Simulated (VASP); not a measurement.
Consider the following.

```yaml
crystal:
  lattice:
    - [0.00000, 3.22109, 3.22109]
    - [3.22109, 0.00000, 3.22109]
    - [3.22109, 3.22109, 0.00000]
  atoms:
    - { symbol: Pb, position: [0.00000, 0.00000, 0.00000] }
    - { symbol: Te, position: [0.50000, 0.50000, 0.50000] }
```

The numbers are results of PBEsol GGA, VASP's PBE PAW potentials (set 64) (plane waves; VASP), not measurements. Numerical set-up: 500 eV cut-off, 7×7×7 Γ-centred mesh, Gaussian smearing of 0.050 eV, potentials Pb_d Te.

Task: What does the run give for the energy per atom (σ→0)?

Result: 
The energy per atom (σ→0) comes out as -4.130 eV/atom.

The absolute energy has meaning only against runs of the same code, potentials and settings.

The structure was generated: PbTe was put into the rock salt type (Fm-3m), which need not be its known phase. It was relaxed first, which changed the volume by +16 %.
